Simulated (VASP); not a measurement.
Level of theory: PBE GGA, VASP's PBE PAW potentials (set 64) (plane waves; VASP).

A VASP calculation is set up with these files.

### INCAR
```
SYSTEM = TiB2
PREC = Accurate
ENCUT = 700
EDIFF = 1E-6
NELM = 100
ALGO = Normal
LREAL = .FALSE.
LASPH = .TRUE.
ISMEAR = 1
SIGMA = 0.1
GGA = PE
LMAXMIX = 4
LWAVE = .FALSE.
LCHARG = .FALSE.
ISIF = 2
```

### POSCAR
```
TiB2
6.460
  0.2345201238  -0.4062007740   0.0000000000
  0.2345201238   0.4062007740   0.0000000000
  0.0000000000   0.0000000000   0.5000000000
Ti B
1 2
direct
  0.0000000000   0.0000000000   0.0000000000
  0.3333330000   0.6666670000   0.5000000000
  0.6666670000   0.3333330000   0.5000000000
```

**KPOINTS**
```
Automatic mesh
0
Gamma
10 10 9
0 0 0
```

POTCAR, in this order: Ti_sv B (PBE.64 set). Program: vasp_std.

The resulting files:

OSZICAR:
```
       N       E                     dE             d eps       ncg     rms          rms(c)
DAV:   1     0.148418192957E+03    0.14842E+03   -0.11187E+04  1820   0.196E+03
DAV:   2    -0.176921375027E+02   -0.16611E+03   -0.16177E+03  1850   0.441E+02
DAV:   3    -0.291439172807E+02   -0.11452E+02   -0.11286E+02  2636   0.105E+02
DAV:   4    -0.295850218970E+02   -0.44110E+00   -0.44063E+00  2377   0.193E+01
DAV:   5    -0.295978284077E+02   -0.12807E-01   -0.12805E-01  2677   0.283E+00    0.167E+01
DAV:   6    -0.243973704014E+02    0.52005E+01   -0.26619E+01  2442   0.597E+01    0.387E+00
DAV:   7    -0.244282663852E+02   -0.30896E-01   -0.17295E+00  2013   0.156E+01    0.332E+00
DAV:   8    -0.244377131384E+02   -0.94468E-02   -0.17471E-01  2635   0.391E+00    0.776E-01
DAV:   9    -0.244300504436E+02    0.76627E-02   -0.77766E-02  2418   0.373E+00    0.301E-01
DAV:  10    -0.244291626207E+02    0.88782E-03   -0.53265E-03  2245   0.102E+00    0.621E-02
DAV:  11    -0.244291791885E+02   -0.16568E-04   -0.46437E-04  2601   0.284E-01    0.525E-02
DAV:  12    -0.244291594357E+02    0.19753E-04   -0.12836E-04  2356   0.157E-01    0.979E-03
DAV:  13    -0.244291591406E+02    0.29513E-06   -0.85747E-06  2191   0.367E-02
   1 F= -.24429159E+02 E0= -.24428887E+02  d E =-.816969E-03
```

File OUTCAR:
```
------------------------ aborting loop because EDIFF is reached ----------------------------------------
  FORCE on cell =-STRESS in cart. coord.  units (eV):
  Direction    XX          YY          ZZ          XY          YZ          ZX
  --------------------------------------------------------------------------------------
  Total        0.0658511      0.0658511     -0.0264728      0.0000000      0.0000000     -0.0000000
  in kB        4.1082363      4.1082363     -1.6515506      0.0000000      0.0000000     -0.0000000
  external PRESSURE =       2.1883073 kB  Pullay stress =       0.0000000 kB
  volume of cell :       25.68
      direct lattice vectors                 reciprocal lattice vectors
     1.515000000 -2.624057000  0.000000000     0.330033003 -0.190544641  0.000000000
     1.515000000  2.624057000  0.000000000     0.330033003  0.190544641  0.000000000
     0.000000000  0.000000000  3.230000000     0.000000000  0.000000000  0.309597523
 POSITION                                       TOTAL-FORCE (eV/Angst)
 -----------------------------------------------------------------------------------
      0.00000      0.00000      0.00000        -0.000000     -0.000000      0.000000
      1.51500      0.87469      1.61500        -0.000000      0.000000      0.000000
      1.51500     -0.87469      1.61500         0.000000     -0.000000      0.000000
 -----------------------------------------------------------------------------------
    total drift:                                0.000000      0.000000      0.000000
  FREE ENERGIE OF THE ION-ELECTRON SYSTEM (eV)
  ---------------------------------------------------
  free  energy   TOTEN  =       -24.4291591406 eV

  energy  without entropy=      -24.4283421718  energy(sigma->0) =      -24.42888682
```
(Selected blocks of OUTCAR.)

The compound is TiB2 in the AlB2 type structure. The cell was not relaxed at this level. The run is one of a series of settings (ENCUT = 700 against the base run), some of them coarse on purpose.
